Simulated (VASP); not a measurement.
```xyz
4
Lattice="1.2535 -2.1712 0.0000 1.2535 2.1712 0.0000 0.0000 0.0000 6.5166" Properties=species:S:1:pos:R:3 pbc="T T T"
B      1.2535     0.7237     1.6291
B      1.2535    -0.7237     4.8874
N      1.2535    -0.7237     1.6291
N      1.2535     0.7237     4.8874
```

All values below come from PBE GGA with D4 dispersion, VASP's PBE PAW potentials (set 64) (plane waves; VASP 6.6.1). Numerical set-up: 520 eV cut-off, 10×10×4 Γ-centred mesh, Gaussian smearing of 0.050 eV, potentials B N.

Estimate the energy per atom (σ→0).

| Item | Result |
|---|---|
| energy per atom (σ→0) | -863.4 kJ/mol-atom |

The compound is BN in the hex structure. It was relaxed first.
